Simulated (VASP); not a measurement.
# Sn2HBr3 (R-3m) in VASP: notebook

The runs below take Sn2HBr3 through relaxation of cell and atoms, with PBE.

Everything below comes from runs of VASP 6.6.1. Logs are shortened: lines on timing, memory, paths and dates and some standing lists are left out, and cuts for length are marked.

## (1) The structure

It takes space group R-3m (No. 166, trigonal). Conventional cell: a = 8.629 Å, b = 8.629 Å, c = 9.190 Å, α = 90.00°, β = 90.00°, γ = 120.00°. Around Sn (site symmetry 3m) lie 1 H at 2.49 Å and 3 Br at 2.56 Å. Around H (site symmetry -3m) lie 2 Sn at 2.49 Å. Br (site symmetry 2/m) has 2 Sn at 2.56 Å as nearest neighbours.

The cell was built by a generator and needn't be a form met in nature.

## (2) Relaxation of cell and atoms, PBE

INCAR reads:

```
SYSTEM = Sn2HBr3
PREC     = Normal         ! precision mode
ENCUT    = 520            ! plane-wave cutoff, eV
EDIFF    = 1E-4           ! SCF threshold, eV
ISMEAR   = 0              ! smearing method
SIGMA    = 0.15           ! smearing width, eV
LREAL    = .False.        ! projectors in reciprocal space
LASPH    = .True.         ! aspherical terms in the spheres
NELM     = 60             ! most SCF steps
ALGO     = Fast           ! electronic algorithm
ISIF     = 3              ! what is computed and relaxed
LWAVE    = .False.        ! write WAVECAR
LCHARG   = .False.        ! write CHGCAR
GGA      = PE             ! functional
IBRION   = 2              ! ionic algorithm
NSW      = 24             ! ionic steps
EDIFFG   = -0.08          ! ionic threshold
```

KPOINTS reads:

```
regular mesh
0
Gamma
  3 3 3
  0 0 0
```

POSCAR reads:

```
Sn2HBr3
1.0
    4.3142797900      2.4908506000      3.0632850700
   -4.3142797900      2.4908506000      3.0632850700
    0.0000000000     -4.9817012000      3.0632850700
Sn H Br
2 1 3
Direct
    0.7708021400      0.7708021400      0.7708021400
    0.2291978600      0.2291978600      0.2291978600
    0.5000000000      0.5000000000      0.5000000000
    0.0000000000      0.5000000000      0.0000000000
    0.0000000000      0.0000000000      0.5000000000
    0.5000000000      0.0000000000      0.0000000000
```

Potentials or basis: VASP PAW PBE potentials, release 64 (Sn_d, H, Br).

The run is started by

```console
> cat potpaw_PBE.64/Sn_d/POTCAR potpaw_PBE.64/H/POTCAR potpaw_PBE.64/Br/POTCAR > POTCAR
> mpirun -np 1 vasp_std > vasp.out
```

OUTCAR:

```text
SYSTEM = Sn2HBr3
   PREC = Normal
   ENCUT = 520
   EDIFF = 1E-4
   ISMEAR = 0
   LREAL = .False.
   LASPH = .True.
   NELM = 60
   ISIF = 3
   GGA = PE
   IBRION = 2
   NSW = 24
   EDIFFG = -0.08

 ion  position               nearest neighbor table
   1  0.771  0.771  0.771-   4 2.56   6 2.56   5 2.56
   2  0.229  0.229  0.229-   4 2.56   6 2.56   5 2.56
   3  0.500  0.500  0.500-
   4  0.000  0.500  0.000-   1 2.56   2 2.56
   5  0.000  0.000  0.500-   1 2.56   2 2.56
   6  0.500  0.000  0.000-   1 2.56   2 2.56

  LATTYP: Found a trigonal (rhomboedric) cell.
 ALAT       =     5.8481674256
 COS(alpha) =    -0.0884463165

  Lattice vectors:

 A1 = (   4.3142797900,   2.4908506000,   3.0632850700)
 A2 = (  -4.3142797900,   2.4908506000,   3.0632850700)
 A3 = (   0.0000000000,  -4.9817012000,   3.0632850700)

Analysis of symmetry for initial positions (statically):
=====================================================================
 Subroutine PRICEL returns:
 Original cell was already a primitive cell.

 Routine SETGRP: Setting up the symmetry group for a
 trigonal (rhombohedral) supercell.

 Subroutine GETGRP returns: Found 12 space group operations
 (whereof 12 operations were pure point group operations)
 out of a pool of 12 trial point group operations.

The static configuration has the point symmetry D_3d.

Analysis of symmetry for dynamics (positions and initial velocities):
=====================================================================
 Subroutine PRICEL returns:
 Original cell was already a primitive cell.

 Routine SETGRP: Setting up the symmetry group for a
 trigonal (rhombohedral) supercell.

 Subroutine GETGRP returns: Found 12 space group operations
 (whereof 12 operations were pure point group operations)
 out of a pool of 12 trial point group operations.

The dynamic configuration has the point symmetry D_3d.

 Subroutine INISYM returns: Found 12 space group operations
 (whereof 12 operations are pure point group operations),
 and found     1 'primitive' translations

----------------------------------------------------------------------------------------

                                     Primitive cell

  volume of cell :     197.5125

  direct lattice vectors                    reciprocal lattice vectors
     4.314279790  2.490850600  3.063285070     0.115894199  0.066911547  0.108815643
    -4.314279790  2.490850600  3.063285070    -0.115894199  0.066911547  0.108815643
     0.000000000 -4.981701200  3.063285070     0.000000000 -0.133823094  0.108815643

  length of vectors
     5.848167426  5.848167426  5.848167428     0.172480331  0.172480331  0.172480331

  position of ions in fractional coordinates (direct lattice)
     0.770802140  0.770802140  0.770802140
     0.229197860  0.229197860  0.229197860
     0.500000000  0.500000000  0.500000000
     1.000000000  0.500000000  0.000000000
     0.000000000  0.000000000  0.500000000
     0.500000000  1.000000000  0.000000000

  ion indices of the primitive-cell ions
   primitive index   ion index
                 1           1
                 2           2
                 3           3
                 4           4
                 5           5
                 6           6

----------------------------------------------------------------------------------------

 KPOINTS: regular mesh

Automatic generation of k-mesh.
 Grid dimensions read from file:
 generate k-points for:    3    3    3

 Generating k-lattice:

  Cartesian coordinates                     Fractional coordinates (reciprocal lattice)
     0.038631400  0.022303849  0.036271881     0.333333333 -0.000000000 -0.000000000
    -0.038631400  0.022303849  0.036271881    -0.000000000  0.333333333 -0.000000000
     0.000000000 -0.044607698  0.036271881    -0.000000000 -0.000000000  0.333333333

  Length of vectors
     0.057493444  0.057493444  0.057493444

  Shift w.r.t. Gamma in fractional coordinates (k-lattice)
     0.000000000  0.000000000  0.000000000

 Subroutine IBZKPT returns following result:
 ===========================================

 Found      6 irreducible k-points:

 Following reciprocal coordinates:
            Coordinates               Weight
  0.000000  0.000000  0.000000      1.000000
  0.333333 -0.000000 -0.000000      6.000000
  0.333333  0.333333 -0.000000      6.000000
 -0.333333  0.333333  0.000000      6.000000
  0.333333  0.333333  0.333333      2.000000
 -0.333333  0.333333  0.333333      6.000000
   k-points           NKPTS =      6   k-points in BZ     NKDIM =      6   number of bands    NBANDS=     30
   number of dos      NEDOS =    301   number of ions     NIONS =      6
   total plane-waves  NPLWV =  46656
   dimension x,y,z NGX =    36 NGY =   36 NGZ =   36
   dimension x,y,z NGXF=    72 NGYF=   72 NGZF=   72
   ions per type =               2   1   3
   NGX,Y,Z   is equivalent  to a cutoff of  10.23, 10.23, 10.23 a.u.
   NGXF,Y,Z  is equivalent  to a cutoff of  20.47, 20.47, 20.47 a.u.
 SYSTEM =  Sn2HBr3
   PREC   = normal    normal or accurate (medium, high low for compatibility)
   ISTART =      0    job   : 0-new  1-cont  2-samecut
   ICHARG =      2    charge: 1-file 2-atom 10-const
   ISPIN  =      1    spin polarized calculation?
   LNONCOLLINEAR =      F non collinear calculations
   LSORBIT =      F    spin-orbit coupling
   LASPH  =      T    aspherical Exc in radial PAW
   ENCUT  =  520.0 eV  38.22 Ry    6.18 a.u.  10.87 10.87 10.87*2*pi/ulx,y,z
   NELM   =     60;   NELMIN=  2; NELMDL= -5     # of ELM steps
   EDIFF  = 0.1E-03   stopping-criterion for ELM
   LREAL  =      F    real-space projection
   EDIFFG = -.8E-01   stopping-criterion for IOM
   NSW    =     24    number of steps for IOM
   IBRION =      2    ionic relax: 0-MD 1-quasi-New 2-CG
   NFREE  =      1    steps in history (QN), initial steepest desc. (CG)
   ISIF   =      3    stress and relaxation
   ISYM   =      2    0-nonsym 1-usesym 2-fastsym
   POTIM  = 0.5000    time-step for ionic-motion
   TEBEG  =    0.0;   TEEND  =   0.0 temperature during run
   PSTRESS=    0.0 pullay stress
   NELECT =      50.0000    total number of electrons
   NUPDOWN=      -1.0000    fix difference up-down
   EMIN   =  10.00;   EMAX   =-10.00  energy-range for DOS
   EFERMI =   0.00;   METHOD = LEGACY
   ISMEAR =     0;   SIGMA  =   0.15  broadening in eV -4-tet -1-fermi 0-gaus
   EFERMI_NEDOS =   21; number of points for ismear=-14 and -15
   IALGO  =     68    algorithm
   IMIX   =      4    mixing-type and parameters
     AMIX     =   0.40;   BMIX     =  1.00
     AMIX_MAG =   1.60;   BMIX_MAG =  1.00
  volume/ion in A,a.u.               =      32.92       222.15
  Fermi-wavevector in a.u.,A,eV,Ry     =   1.035619  1.957036 14.592336  1.072506
  Thomas-Fermi vector in A             =   2.169971
   LORBIT       =      0    0 simple, 1 ext, 2 COOP (PROOUT), +10 PAW based schemes
   GGA     = PE    functional components
   LHFCALC =     F    Hartree Fock is set to
   AEXX    =    0.0000 exact exchange contribution
   IVDW    =     0    specifies the selected vdW correction
   LEPSILON=     F    determine dielectric tensor
   LRPA    =     F    only Hartree local field effects (RPA)
 conjugate gradient relaxation of ions
 non-spin polarized calculation
 RMM-DIIS sequential band-by-band and
 Gauss-broadening in eV      SIGMA  =   0.15
  energy-cutoff  :      520.00
  volume of cell :      197.51
 maximum number of plane-waves:      5343
   NGX = 21   NGY = 21   NGZ = 21

--------------------------------------- Ionic step        1  -------------------------------------------

 number of electron      50.0000061 magnetization

 Free energy of the ion-electron system (eV)
  ---------------------------------------------------
  ext. energy  EPLUGINS =         0.00000000
  ---------------------------------------------------
  free energy    TOTEN  =       -15.97916871 eV

  energy without entropy =      -15.96025523  energy(sigma->0) =      -15.96971197

------------------------ aborting loop because EDIFF is reached ----------------------------------------

  FORCE on cell =-STRESS in cart. coord.  units (eV):
  Direction    XX          YY          ZZ          XY          YZ          ZX
  --------------------------------------------------------------------------------------
  -------------------------------------------------------------------------------------
  Total       14.9920083     14.9920083     -1.8846261      0.0000000      0.0000000      0.0000000
  in kB      121.6118081    121.6118083    -15.2876638      0.0000000      0.0000000      0.0000000
  external PRESSURE =      75.9786509 kB  Pullay stress =       0.0000000 kB
[... 225 lines left out ...]
  energy  without entropy=      -17.9999762154  energy(sigma->0) =      -17.99998098

--------------------------------------- Ionic step        7  -------------------------------------------

 number of electron      50.0000031 magnetization

 Free energy of the ion-electron system (eV)
  ---------------------------------------------------
  ext. energy  EPLUGINS =         0.00000000
  ---------------------------------------------------
  free energy    TOTEN  =       -18.00081465 eV

  energy without entropy =      -18.00080765  energy(sigma->0) =      -18.00081115

 E-fermi :   1.6265     XC(G=0):  -7.1009

 val. band max:        1.2152823638   @ k =   0.3333   0.3333   0.3333
 cond. band min:       2.0563377858   @ k =   0.3333   0.3333   0.3333
 fundamental gap:      0.8410554221
 Fermi energy:         1.6264676668

 k-point     1 :       0.0000    0.0000    0.0000
  band No.  band energies     occupation
      1     -20.8363      2.00000
      2     -20.8363      2.00000
      3     -20.8324      2.00000
      4     -20.8324      2.00000
      5     -20.7844      2.00000
      6     -20.7736      2.00000
[... 220 lines left out ...]
  FREE ENERGIE OF THE ION-ELECTRON SYSTEM (eV)
  ---------------------------------------------------
  free  energy   TOTEN  =       -18.0008146502 eV

  energy  without entropy=      -18.0008076478  energy(sigma->0) =      -18.00081115

 reached required accuracy - stopping structural energy minimisation
```

Run time: 1.8 min. Hardware: 1 thread of AMD EPYC 7R13 (Zen 3), shared host; peak memory 0.2 GiB.

What came out:

```
Free energy                            : -18.0008 eV
Relaxed volume                         : 37.39 Å³/atom
Relaxed cell                           : a = 6.223 Å, b = 6.223 Å, c = 6.223 Å, α = 101.44°, β = 101.44°, γ = 101.44°
Space group after relaxing (to 0.05 Å) : R-3m (No. 166)
Energy gained by relaxing              : 336.9 meV/atom
Ionic steps                            : 7
Pressure after relaxing                : -0.2 GPa
Largest force after relaxing           : 0.043 eV/Å
Band gap on the k mesh                 : 0.84 eV, direct
```

Forces on the atoms (eV/Å):
```
Sn   0.000  0.000  0.043
Sn   0.000  0.000 -0.043
H    0.000  0.000  0.000
Br   0.000  0.000  0.000
Br   0.000  0.000  0.000
Br   0.000  0.000  0.000
```

The path:
```csv
step,energy change (eV),largest force (eV/Å),pressure (GPa),volume (Å³)
1,0.0000,2.3697,7.60,197.51
2,-1.7683,0.7321,-1.12,244.24
3,-1.7683,0.7056,-1.28,245.16
4,-1.9238,0.4711,-1.03,236.48
5,-2.0189,0.0183,-0.48,226.22
6,-2.0208,0.1626,-0.16,223.34
7,-2.0216,0.0432,-0.19,224.32
```

Final structure:
```
CELL_PARAMETERS angstrom
4.81710 2.78115 2.79061
-4.81710 2.78115 2.79061
0.00000 -5.56231 2.79061
ATOMIC_POSITIONS crystal
Sn 0.74719 0.74719 0.74719
Sn 0.25281 0.25281 0.25281
H 0.50000 0.50000 0.50000
Br 0.00000 0.50000 0.00000
Br 0.00000 0.00000 0.50000
Br 0.50000 0.00000 0.00000
```

Caveat: spin-orbit coupling is left out, which moves the levels of the heavy elements; an odd mesh through Γ misses points on the zone boundary, where band edges often lie; the relaxation stopped at a loose force limit of 0.08 eV/Å, so its end isn't a converged minimum.

## (3) Relaxation of cell and atoms, PBE

This run uses another cell than the first one, of 23.87 Å³/atom, 0.725 times its volume.

INCAR is that of step 2.

KPOINTS reads:

```
regular mesh
0
Gamma
  4 4 2
  0 0 0
```

POSCAR reads:

```
Sn2HBr3
1.0
    3.9970782800      0.0000000000      0.0000000000
    0.0000000000      3.9970782800      0.0000000000
    0.0000000000      0.0000000000      8.9648570500
Sn H Br
2 1 3
Direct
    0.5000000000      0.0000000000      0.7344790700
    0.0000000000      0.5000000000      0.2655209300
    0.5000000000      0.5000000000      0.0000000000
    0.5000000000      0.0000000000      0.3861632900
    0.0000000000      0.5000000000      0.6138367100
    0.0000000000      0.0000000000      0.0000000000
```

Potentials or basis: VASP PAW PBE potentials, release 64 (Sn_d, H, Br).

The run is started by

```console
> cat potpaw_PBE.64/Sn_d/POTCAR potpaw_PBE.64/H/POTCAR potpaw_PBE.64/Br/POTCAR > POTCAR
> mpirun -np 1 vasp_std > vasp.out
```

It took 3.1 min on 1 thread of AMD EPYC 7R13 (Zen 3), shared host; peak memory 0.17 GiB.

It converged, with:

```
Free energy                            : -17.5665 eV
Relaxed volume                         : 26.23 Å³/atom
Relaxed cell                           : a = 4.387 Å, b = 4.387 Å, c = 8.179 Å, α = 90.00°, β = 90.00°, γ = 90.00°
Space group after relaxing (to 0.05 Å) : P-4m2 (No. 115)
Energy gained by relaxing              : 219.6 meV/atom
Ionic steps                            : 11
Pressure after relaxing                : -0.1 GPa
Largest force after relaxing           : 0.060 eV/Å
Band gap on the k mesh                 : 1.60 eV, indirect (least direct gap 1.64 eV)
```

Forces in eV/Å, atoms in the order of the input:
```
Sn   0.000  0.000  0.060
Sn   0.000  0.000 -0.060
H    0.000  0.000  0.000
Br   0.000  0.000  0.034
Br   0.000  0.000 -0.034
Br   0.000  0.000  0.000
```

Stress tensor (GPa, compression positive):
```
-0.21  0.00  0.00
 0.00 -0.21  0.00
 0.00  0.00  0.10
```

The path:
```csv
step,energy change (eV),largest force (eV/Å),pressure (GPa),volume (Å³)
1,0.0000,1.7688,3.98,143.23
2,-0.7024,1.2051,-0.21,155.66
3,-0.9509,0.6344,-2.98,170.91
4,-1.2212,0.4040,-1.03,161.45
5,-1.2430,0.4141,-0.14,158.09
6,-1.2429,0.3986,0.11,157.83
7,-1.2657,0.3343,-0.01,157.69
8,-1.3058,0.0878,-0.05,157.26
9,-1.3116,0.0776,0.00,157.07
10,-1.3122,0.0806,0.04,156.98
11,-1.3176,0.0601,-0.11,157.38
```

Final structure:
```
CELL_PARAMETERS angstrom
4.38671 0.00000 0.00000
0.00000 4.38671 0.00000
0.00000 0.00000 8.17871
ATOMIC_POSITIONS crystal
Sn 0.50000 0.00000 0.77121
Sn 0.00000 0.50000 0.22879
H 0.50000 0.50000 0.00000
Br 0.50000 0.00000 0.35706
Br 0.00000 0.50000 0.64294
Br 0.00000 0.00000 0.00000
```

Levels at points of the mesh, in eV from the valence-band top:
| k point | band 22 | band 23 | band 24 | band 25 | band 26 | band 27 | band 28 | band 29 |
| --- | --- | --- | --- | --- | --- | --- | --- | --- |
| (0.00, 0.00, 0.00) | -2.11 | -2.11 | -1.30 | -0.61 | 2.37 | 3.06 | 3.06 | 3.83 |
| (0.50, 0.00, 0.00) | -1.93 | -1.32 | -0.95 | 0.00 | 1.78 | 2.16 | 2.50 | 2.64 |
| (0.50, 0.50, 0.00) | -1.76 | -1.24 | -1.21 | -1.21 | 2.66 | 3.06 | 3.06 | 3.15 |
| (0.00, 0.00, 0.50) | -1.76 | -1.55 | -1.45 | -0.77 | 2.13 | 3.26 | 3.26 | 4.04 |
| (0.50, 0.00, 0.50) | -1.72 | -1.34 | -0.92 | -0.13 | 2.12 | 2.13 | 2.18 | 2.60 |
| (0.50, 0.50, 0.50) | -2.60 | -2.20 | -2.20 | -0.89 | 2.48 | 3.23 | 3.65 | 3.65 |

Caveat: spin-orbit coupling is left out, which moves the levels of the heavy elements; the relaxation stopped at a loose force limit of 0.08 eV/Å, so its end isn't a converged minimum.
